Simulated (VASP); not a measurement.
Calculation: PBEsol GGA, VASP's PBE PAW potentials (set 64) (plane waves; VASP).

VASP ran on this input.

**KPOINTS**
```
K-points
0
G
 8 8 8
```

### POSCAR
```
SnTe
1
    0.0000000000     3.1346839930     3.1346839930
    3.1425403438    -0.0078563509     3.1425403438
    3.1425403438     3.1425403438    -0.0078563509
Sn Te
1 1
Direct
  0.0000000000   0.0000000000   0.0000000000
  0.5000000000   0.5000000000   0.5000000000
```

INCAR:
```
SYSTEM = SnTe
PREC = Accurate; ENCUT = 480; LREAL = .FALSE.
LASPH = .TRUE.
EDIFF = 1E-7; NELM = 100; ALGO = Normal
LMAXMIX = 4
ISMEAR = 0; SIGMA = 0.05
GGA = PS
IBRION = 2; NSW = 30; ISIF = 2
EDIFFG = -0.01
LWAVE = .FALSE.; LCHARG = .FALSE.
```

POTCAR, in this order: Sn_d Te (PBE.64 set). Program: vasp_std.

Output

OUTCAR:
```
 ion  position               nearest neighbor table
   1  0.000  0.000  0.000-   2 3.14   2 3.14   2 3.14   2 3.14   2 3.14   2 3.14
   2  0.500  0.500  0.500-   1 3.14   1 3.14   1 3.14   1 3.14   1 3.14   1 3.14
  LATTYP: Found a body centered orthorhombic cell.
 ALAT       =     4.4331126167
 B/A-ratio  =     1.0050125313
 C/A-ratio  =     1.4177579572
 Subroutine PRICEL returns:
 Original cell was already a primitive cell.
 Subroutine GETGRP returns: Found  8 space group operations
The static configuration has the point symmetry D_2h.
The dynamic configuration has the point symmetry D_2h.
 Subroutine INISYM returns: Found  8 space group operations
 Subroutine IBZKPT returns following result:
 Found     95 irreducible k-points:

 Following reciprocal coordinates:
            Coordinates               Weight
  0.000000  0.000000  0.000000      1.000000
  0.125000  0.000000 -0.000000      4.000000
  0.250000  0.000000 -0.000000      4.000000
  0.375000 -0.000000 -0.000000      4.000000
  0.500000  0.000000 -0.000000      2.000000
  0.000000  0.125000  0.000000      4.000000
  0.125000  0.125000  0.000000      4.000000
...
```

### OSZICAR
```
       N       E                     dE             d eps       ncg     rms          rms(c)
DAV:   1     0.119795122402E+03    0.11980E+03   -0.93712E+03  2684   0.156E+03
DAV:   2     0.205286361208E+01   -0.11774E+03   -0.11541E+03  2804   0.360E+02
DAV:   3    -0.810948349373E+01   -0.10162E+02   -0.99979E+01  3458   0.962E+01
DAV:   4    -0.838200874900E+01   -0.27253E+00   -0.27244E+00  3014   0.173E+01
DAV:   5    -0.839295514556E+01   -0.10946E-01   -0.10946E-01  3812   0.330E+00    0.496E+00
DAV:   6    -0.834056678590E+01    0.52388E-01   -0.12098E-01  3634   0.320E+00    0.311E+00
DAV:   7    -0.833836741027E+01    0.21994E-02   -0.46894E-02  3412   0.157E+00    0.681E-01
DAV:   8    -0.833768261302E+01    0.68480E-03   -0.71891E-03  3200   0.852E-01    0.162E-01
DAV:   9    -0.833774730164E+01   -0.64689E-04   -0.48900E-04  3178   0.231E-01    0.363E-02
DAV:  10    -0.833773639110E+01    0.10911E-04   -0.48806E-05  3246   0.731E-02    0.206E-02
DAV:  11    -0.833773622981E+01    0.16129E-06   -0.24089E-05  3258   0.474E-02    0.190E-02
DAV:  12    -0.833773582766E+01    0.40215E-06   -0.21937E-06  3188   0.138E-02    0.953E-03
DAV:  13    -0.833773567690E+01    0.15076E-06   -0.17609E-07  2308   0.335E-03    0.314E-03
DAV:  14    -0.833773570799E+01   -0.31085E-07   -0.84314E-08  1456   0.399E-03
   1 F= -.83377357E+01 E0= -.83377169E+01  d E =-.833774E+01
```

### OUTCAR
```
------------------------ aborting loop because EDIFF is reached ----------------------------------------
  FORCE on cell =-STRESS in cart. coord.  units (eV):
  Direction    XX          YY          ZZ          XY          YZ          ZX
  --------------------------------------------------------------------------------------
  Total        0.0386238      0.0386025      0.0386025     -0.0000000      0.0294507     -0.0000000
  in kB        0.9970014      0.9964504      0.9964504     -0.0000000      0.7602149     -0.0000000
  external PRESSURE =       0.9966341 kB  Pullay stress =       0.0000000 kB
  volume of cell :       62.07
      direct lattice vectors                 reciprocal lattice vectors
     0.000000000  3.134683993  3.134683993    -0.159106947  0.159505711  0.159505711
     3.142540344 -0.007856351  3.142540344     0.159106947 -0.158710172  0.158710172
     3.142540344  3.142540344 -0.007856351     0.159106947  0.158710172 -0.158710172
 POSITION                                       TOTAL-FORCE (eV/Angst)
 -----------------------------------------------------------------------------------
      0.00000      0.00000      0.00000         0.000000      0.000000      0.000000
      3.14254      3.13468      3.13468         0.000000     -0.000000     -0.000000
 -----------------------------------------------------------------------------------
    total drift:                                0.000000     -0.000000     -0.000000
  FREE ENERGIE OF THE ION-ELECTRON SYSTEM (eV)
  ---------------------------------------------------
  free  energy   TOTEN  =        -8.3377357080 eV

  energy  without entropy=       -8.3376981715  energy(sigma->0) =       -8.33771694

 reached required accuracy - stopping structural energy minimisation
```
(Selected blocks of OUTCAR.)

The compound is SnTe in the rock salt structure, which distorts at low temperature. This cell was strained or had an atom moved on purpose.
